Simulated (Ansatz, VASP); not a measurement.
Two plane-wave programs on NaAl3

```xyz
4
Lattice="-2.1877 2.1877 3.9802 2.1877 -2.1877 3.9802 2.1877 2.1877 -3.9802" Properties=species:S:1:pos:R:3 pbc="T T T"
Al    0.0000    0.0000    3.9802
Al    2.1877    0.0000    1.9901
Al    0.0000    2.1877    1.9901
Na    0.0000    0.0000    0.0000
```

The cell comes from a database or a generator and needn't be the stable form of this composition.

Alike in both runs: task single point; functional PBE; k mesh 9 × 9 × 9; occupations fermi-dirac, width 0.05 eV; no spin polarisation.

```csv
,VASP,Ansatz
version,VASP 6.6.1,Ansatz 0.2.0
potentials or method,"VASP PAW PBE potentials, release 64 (Al, Na_pv)",Ansatz PAW
plane-wave cutoff (eV),520,420
valence electrons in the cell,16,18
```

```tsv
	VASP	Ansatz	Ansatz less VASP
gap on the k mesh at the Fermi level (eV)	none	none	-
pressure (GPa)	-0.1	-0.1	-0.01
largest component of the traceless stress (GPa)	0.84	0.84	+0.006
```

A gap of «none» marks a metal or a gap that the smearing closes. The two sets of potentials don't hold the same shells in valence.
